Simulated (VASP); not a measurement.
Data:

```
TiH2
1.0
   -1.58342     1.58342     2.06663
    1.58342    -1.58342     2.06663
    1.58342     1.58342    -2.06663
H Ti
2 1
Direct
  0.75000   0.25000   0.50000
  0.25000   0.75000   0.50000
  0.00000   0.00000   0.00000
```

The numbers are results of PBEsol GGA, VASP's PBE PAW potentials (set 64) (plane waves; VASP 6.6.1), not measurements. Run with 400 eV cut-off, Gaussian smearing of 0.050 eV, potentials H Ti_sv.

**Question.** Predict the band gap (along the path) with the smallest direct gap where there is one.

**Answer.** 
- band gap (along the path): none (metal, semimetal or under 0.01 eV)

The structure comes from a measured TiH2 entry (I4/mmm) of the Crystallography Open Database, whose conditions weren't checked. It was relaxed first.
